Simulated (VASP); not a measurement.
Consider the following.

```
BeTe
1.0
    0.00000     2.87130     2.87130
    2.87130     0.00000     2.87130
    2.87130     2.87130     0.00000
Be Te
1 1
Direct
  0.00000   0.00000   0.00000
  0.25000   0.25000   0.25000
```

Computed with PBE GGA, VASP's PBE PAW potentials (set 64) (plane waves; VASP). Numerical set-up: 400 eV cut-off, 7×7×7 Γ-centred mesh, Gaussian smearing of 0.050 eV, potentials Be Te.

**Question.** Predict the energy per atom (σ→0), pressure.

**Answer.** 
The energy per atom (σ→0) comes out as -3.805 eV/atom. The pressure is -20.4 kbar.

Total energies compare only between runs with the same potentials, cut-off and functional.

The compound is BeTe in the zinc blende structure. The cell was not relaxed at this level.
